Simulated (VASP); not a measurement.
The system is Si.

```
CELL_PARAMETERS angstrom
0.00000 2.73431 2.73431
2.73431 0.00000 2.73431
2.73431 2.73431 0.00000
ATOMIC_POSITIONS crystal
Si 0.00000 0.00000 0.00000
Si 0.25000 0.25000 0.25000
```

The cell was built by a generator and needn't be a form met in nature.

Base run:

```yaml
Program: VASP 6.6.1
Functional: PBE0
Potentials_or_basis: VASP PAW PBE potentials, release 64 (Si)
Cutoff: 520 eV
k_mesh: 6 × 6 × 6
Occupations: gaussian, width 0.02 eV
Spin: no spin polarisation
```

Its results: band gap on the k mesh 2.01 eV, indirect (least direct gap 4.00 eV); pressure -2.0 GPa.

Question: After a change of settings the same cell gave: band gap on the k mesh 1.35 eV, indirect (least direct gap 3.33 eV); pressure -1.8 GPa. Which change was it?
A. exchange at q = 0 from default to truncated
B. functional from PBE0 to HSE06
C. functional from PBE0 to r2SCAN; k mesh from 6 × 6 × 6 to 10 × 10 × 10

Answer: B.

Caveats: the PAW data sets were made with another functional, which shifts forces and pressure a little; the mesh misses the band edges, which the band path finds closer together (some runs).

Runs at the PBE level aren't shown here.
